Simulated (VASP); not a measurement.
A run of VASP 6.6.1 is set up as follows.

Contents of INCAR:

```
  PREC = Normal
  ENCUT = 520
  EDIFF = 1E-5
  ISMEAR = 0
  SIGMA = 0.15
  LREAL = Auto
  LASPH = T
  NELM = 80
  ALGO = Fast
  ISIF = 3
  LWAVE = F
  LCHARG = F
  GGA = PE
  IBRION = 2
  NSW = 110
  EDIFFG = -0.03
  ISYM = 0
  KPAR = 8
```

Contents of KPOINTS:

```
Automatic mesh
0
Gamma
  8 8 3
```

Contents of POSCAR:

```
Ti2RuC3
1.0
    6.2082883000     -0.0638568400     -0.0657938700
   -1.5797223900      2.7050436400      0.0254971300
   -0.0763937100      0.0242636500      7.4434059600
Ti Ru C
4 2 6
Direct
    0.1333860000      0.5435788500      0.6635495500
    0.6879287900      0.7801967100      0.6783856500
    0.3230193300      0.3178433900      0.3015574800
    0.8430325300      0.3529072500      0.2897814100
    0.9866301300      0.0503834300      0.0073260500
    0.5004136600      0.0339109700      0.9931956100
    0.1741676800      0.6191365000      0.1478980900
    0.6805503200      0.6884710300      0.1684171900
    0.3523516800      0.4309657300      0.7991949100
    0.8920448900      0.4038863200      0.8440699800
    0.0295676500      0.0200261200      0.5131123100
    0.4358474800      0.0101953400      0.5054531500
```

Potentials or basis: VASP PAW PBE potentials, release 64 (Ti_sv, Ru_pv, C).

Run with:

```sh
$ cat potpaw_PBE.64/Ti_sv/POTCAR potpaw_PBE.64/Ru_pv/POTCAR potpaw_PBE.64/C/POTCAR > POTCAR
$ mpirun -np 8 vasp_std > vasp.out
```

Question: Predict the relaxed cell.

Answer: a = 6.153 Å, b = 3.142 Å, c = 7.293 Å, α = 89.97°, β = 90.79°, γ = 120.71°.

Question: Estimate the relaxed volume.

Answer: 10.10 Å³/atom.

Step by step:
| step | energy change (eV) | largest force (eV/Å) | pressure (GPa) | volume (Å³) |
| --- | --- | --- | --- | --- |
| 1 | 0.0000 | 7.1194 | 13.29 | 124.24 |
| 2 | -3.4547 | 2.3365 | -25.97 | 140.25 |
| 3 | -3.8773 | 2.8848 | -19.77 | 135.40 |
| 4 | -5.1934 | 2.4633 | 15.67 | 116.36 |
| 5 | -5.4766 | 2.1312 | 2.56 | 121.41 |
| 6 | -6.0658 | 0.9797 | 1.64 | 120.64 |
| 7 | -6.1248 | 0.9915 | 2.15 | 120.29 |
| 8 | -6.2239 | 0.5052 | -3.23 | 122.49 |
| 9 | -6.2240 | 0.5043 | -3.41 | 122.57 |
| 10 | -6.2825 | 0.5127 | 1.78 | 120.23 |
| 11 | -6.2830 | 0.5213 | 1.32 | 120.43 |
| 12 | -6.3446 | 0.4619 | 1.60 | 120.40 |
| 13 | -6.3519 | 0.5068 | 1.79 | 120.38 |
| 14 | -6.3769 | 0.2272 | -2.71 | 122.40 |
| 15 | -6.3796 | 0.2450 | -1.66 | 121.91 |
| 16 | -6.3938 | 0.1346 | 0.62 | 120.96 |
| 17 | -6.3942 | 0.1360 | 0.26 | 121.11 |
| 18 | -6.3980 | 0.0638 | -0.04 | 121.25 |
| 19 | -6.3985 | 0.0728 | -0.17 | 121.30 |
| 20 | -6.3986 | 0.0859 | -0.24 | 121.32 |
| 21 | -6.3998 | 0.0684 | 0.26 | 121.10 |
| 22 | -6.3998 | 0.0596 | 0.31 | 121.07 |
| 23 | -6.4005 | 0.0469 | -0.22 | 121.30 |
| 24 | -6.4005 | 0.0667 | -0.24 | 121.28 |
| 25 | -6.4008 | 0.0338 | -0.19 | 121.26 |
| 26 | -6.4009 | 0.0349 | -0.18 | 121.26 |
| 27 | -6.4012 | 0.0361 | 0.09 | 121.14 |
| 28 | -6.4012 | 0.0363 | 0.15 | 121.11 |
| 29 | -6.4013 | 0.0307 | 0.07 | 121.16 |
| 30 | -6.4014 | 0.0305 | -0.01 | 121.19 |
| 31 | -6.4015 | 0.0210 | -0.04 | 121.20 |
